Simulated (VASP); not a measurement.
These are PBEsol GGA, VASP's PBE PAW potentials (set 64) (plane waves; VASP 6.6.1) values and carry that method's errors.

VASP ran on this input.

KPOINTS:
```
Automatic
0
gamma
16 16 16
```

### POSCAR
```
In
1.0
 -1.5938562509   1.5938562509   2.5110540593
  1.5938562509  -1.5938562509   2.5110540593
  1.5938562509   1.5938562509  -2.5110540593
In
1
Cartesian
  0.0000000000   0.0000000000   0.0000000000
```

**INCAR**
```
SYSTEM  =  In
PREC  =  Accurate; ENCUT  =  500; LREAL  =  F
LASPH  =  T
EDIFF  =  1E-6; NELM  =  100; ALGO  =  Normal
LMAXMIX  =  4
ISMEAR  =  1; SIGMA  =  0.1
GGA  =  PS
IBRION  =  2; NSW  =  40; ISIF  =  3
EDIFFG  =  -0.02
LWAVE  =  F; LCHARG  =  F
```

POTCAR, in this order: In_d (PBE.64 set). Program: vasp_std.

Output of the run:

File OSZICAR:
```
       N       E                     dE             d eps       ncg     rms          rms(c)
DAV:   1     0.692885461215E+02    0.69289E+02   -0.64320E+03  7006   0.161E+03
DAV:   2    -0.438441455064E+00   -0.69727E+02   -0.68782E+02  7078   0.282E+02
DAV:   3    -0.297418765108E+01   -0.25357E+01   -0.25190E+01  8152   0.634E+01
DAV:   4    -0.302951107643E+01   -0.55323E-01   -0.55303E-01  8798   0.940E+00
DAV:   5    -0.303178019551E+01   -0.22691E-02   -0.22690E-02  8540   0.156E+00    0.240E+00
DAV:   6    -0.299404201517E+01    0.37738E-01   -0.73722E-02  7992   0.614E+00    0.114E+00
DAV:   7    -0.298693344984E+01    0.71086E-02   -0.19610E-02  8416   0.293E+00    0.293E-01
DAV:   8    -0.298625461572E+01    0.67883E-03   -0.79283E-04  8684   0.587E-01    0.260E-02
DAV:   9    -0.298625661687E+01   -0.20012E-05   -0.11357E-05  9154   0.467E-02    0.149E-02
DAV:  10    -0.298625722097E+01   -0.60410E-06   -0.89644E-07  4340   0.163E-02
   1 F= -.29862572E+01 E0= -.29863587E+01  d E =-.298626E+01
```

OUTCAR:
```
------------------------ aborting loop because EDIFF is reached ----------------------------------------
  FORCE on cell =-STRESS in cart. coord.  units (eV):
  Direction    XX          YY          ZZ          XY          YZ          ZX
  --------------------------------------------------------------------------------------
  Total        0.0033176      0.0033176     -0.0038746      0.0000000     -0.0000000      0.0000000
  in kB        0.2083124      0.2083124     -0.2432901      0.0000000     -0.0000000      0.0000000
  external PRESSURE =       0.0577782 kB  Pullay stress =       0.0000000 kB
  volume of cell :       25.52
      direct lattice vectors                 reciprocal lattice vectors
    -1.593856251  1.593856251  2.511054059     0.000000000  0.313704576  0.199119568
     1.593856251 -1.593856251  2.511054059     0.313704576  0.000000000  0.199119568
     1.593856251  1.593856251 -2.511054059     0.313704576  0.313704576  0.000000000
 POSITION                                       TOTAL-FORCE (eV/Angst)
 -----------------------------------------------------------------------------------
      0.00000      0.00000      0.00000        -0.000000      0.000000      0.000000
 -----------------------------------------------------------------------------------
    total drift:                                0.000000      0.000000      0.000000
  FREE ENERGIE OF THE ION-ELECTRON SYSTEM (eV)
  ---------------------------------------------------
  free  energy   TOTEN  =        -2.9862572210 eV

  energy  without entropy=       -2.9865615111  energy(sigma->0) =       -2.98635865

 reached required accuracy - stopping structural energy minimisation
```
(Selected blocks of OUTCAR.)

The compound is In in the bct structure. It was relaxed first.
